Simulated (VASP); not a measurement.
Computed with r2SCAN meta-GGA, VASP's PBE PAW potentials (set 64) (plane waves; VASP).

The input files of a VASP run:

### POSCAR
```
Cs
1
   -3.1337824274     3.1337824274     3.1337824274
    3.1337824274    -3.1337824274     3.1337824274
    3.1337824274     3.1337824274    -3.1337824274
Cs
1
Direct
  0.0000000000   0.0000000000   0.0000000000
```

File KPOINTS:
```
Automatic mesh
0
Gamma
9 9 9
0 0 0
```

### INCAR
```
ALGO = Normal
EDIFF = 1E-5
EDIFFG = -0.03
ENCUT = 400
IBRION = 2
ISIF = 2
ISMEAR = 1
LASPH = .True.
LCHARG = .False.
LMAXMIX = 4
LMIXTAU = .True.
LREAL = .False.
LWAVE = .False.
METAGGA = R2SCAN
NELM = 100
NELMIN = 4
NSW = 20
PREC = Normal
SIGMA = 0.1
SYSTEM = Cs
```

POTCAR, in this order: Cs_sv (PBE.64 set). Program: vasp_std.

Output

File OSZICAR:
```
       N       E                     dE             d eps       ncg     rms          rms(c)
DAV:   1     0.279640670597E+02    0.27964E+02   -0.26732E+03   560   0.662E+02
DAV:   2    -0.220011009115E+02   -0.49965E+02   -0.49482E+02   744   0.123E+02
DAV:   3    -0.269918939129E+02   -0.49908E+01   -0.49910E+01   624   0.473E+01
DAV:   4    -0.270578921125E+02   -0.65998E-01   -0.65998E-01  1024   0.620E+00
DAV:   5    -0.270579205305E+02   -0.28418E-04   -0.28418E-04   760   0.103E-01    0.250E-01
DAV:   6    -0.257797794989E+02    0.12781E+01   -0.96485E-02   592   0.346E+00    0.250E-01
DAV:   7    -0.244815487667E+02    0.12982E+01   -0.80329E-01   616   0.561E+00    0.475E-01
DAV:   8    -0.248110179912E+02   -0.32947E+00   -0.62372E-01   632   0.544E+00    0.110E-01
DAV:   9    -0.249946095272E+02   -0.18359E+00   -0.37015E-01   584   0.454E+00    0.177E-01
DAV:  10    -0.250104532337E+02   -0.15844E-01   -0.32032E-03   864   0.563E-01    0.149E-01
DAV:  11    -0.250082131306E+02    0.22401E-02   -0.34271E-03   632   0.590E-01    0.437E-02
DAV:  12    -0.250224490474E+02   -0.14236E-01   -0.65971E-02   568   0.304E+00    0.455E-02
DAV:  13    -0.250235567770E+02   -0.11077E-02   -0.92979E-04   752   0.329E-01    0.481E-02
DAV:  14    -0.250235674891E+02   -0.10712E-04   -0.17561E-05   864   0.207E-02    0.481E-02
DAV:  15    -0.250180867159E+02    0.54808E-02   -0.70386E-03   560   0.102E+00    0.501E-02
DAV:  16    -0.250168422235E+02    0.12445E-02   -0.17771E-03   576   0.455E-01    0.453E-02
DAV:  17    -0.250185212179E+02   -0.16790E-02   -0.36714E-03   560   0.677E-01    0.305E-02
DAV:  18    -0.250183942798E+02    0.12694E-03   -0.28633E-03   560   0.653E-01    0.451E-02
DAV:  19    -0.250188305857E+02   -0.43631E-03   -0.12185E-03   560   0.366E-01    0.431E-02
DAV:  20    -0.250190000898E+02   -0.16950E-03   -0.33401E-03   560   0.522E-01    0.297E-02
DAV:  21    -0.250185743715E+02    0.42572E-03   -0.56101E-04   560   0.274E-01    0.149E-02
DAV:  22    -0.250182924332E+02    0.28194E-03   -0.17655E-03   560   0.413E-01    0.969E-03
DAV:  23    -0.250182389856E+02    0.53448E-04   -0.40758E-04   560   0.237E-01    0.960E-03
DAV:  24    -0.250182774226E+02   -0.38437E-04   -0.29304E-05   592   0.652E-02    0.950E-03
DAV:  25    -0.250186177380E+02   -0.34032E-03   -0.44986E-04   560   0.264E-01    0.736E-03
DAV:  26    -0.250187285302E+02   -0.11079E-03   -0.50676E-05   752   0.767E-02    0.701E-03
DAV:  27    -0.250186790302E+02    0.49500E-04   -0.71119E-06   576   0.273E-02    0.631E-03
DAV:  28    -0.250186952676E+02   -0.16237E-04   -0.19769E-05   592   0.578E-02    0.488E-03
DAV:  29    -0.250186625439E+02    0.32724E-04   -0.43114E-06   592   0.229E-02    0.439E-03
DAV:  30    -0.250186636001E+02   -0.10562E-05   -0.11213E-06   408   0.123E-02
   1 F= -.25018664E+02 E0= -.25018319E+02  d E =-.250187E+02
```

OUTCAR:
```
------------------------ aborting loop because EDIFF is reached ----------------------------------------
  FORCE on cell =-STRESS in cart. coord.  units (eV):
  Direction    XX          YY          ZZ          XY          YZ          ZX
  --------------------------------------------------------------------------------------
  Total       -0.0106193     -0.0106193     -0.0106193      0.0000000     -0.0000000     -0.0000000
  in kB       -0.1382099     -0.1382099     -0.1382099      0.0000000     -0.0000000     -0.0000000
  external PRESSURE =      -0.1382099 kB  Pullay stress =       0.0000000 kB
  volume of cell :      123.10
      direct lattice vectors                 reciprocal lattice vectors
    -3.133782427  3.133782427  3.133782427     0.000000000  0.159551600  0.159551600
     3.133782427 -3.133782427  3.133782427     0.159551600  0.000000000  0.159551600
     3.133782427  3.133782427 -3.133782427     0.159551600  0.159551600  0.000000000
 POSITION                                       TOTAL-FORCE (eV/Angst)
 -----------------------------------------------------------------------------------
      0.00000      0.00000      0.00000        -0.000000      0.000000      0.000000
 -----------------------------------------------------------------------------------
    total drift:                                0.000000     -0.000000     -0.000000
  FREE ENERGIE OF THE ION-ELECTRON SYSTEM (eV)
  ---------------------------------------------------
  free  energy   TOTEN  =       -25.0186636001 eV

  energy  without entropy=      -25.0176305133  energy(sigma->0) =      -25.01831924

 reached required accuracy - stopping structural energy minimisation
```
(Selected blocks of OUTCAR.)

The compound is Cs in the bcc structure. It was relaxed first, which changed the volume by +8 %.
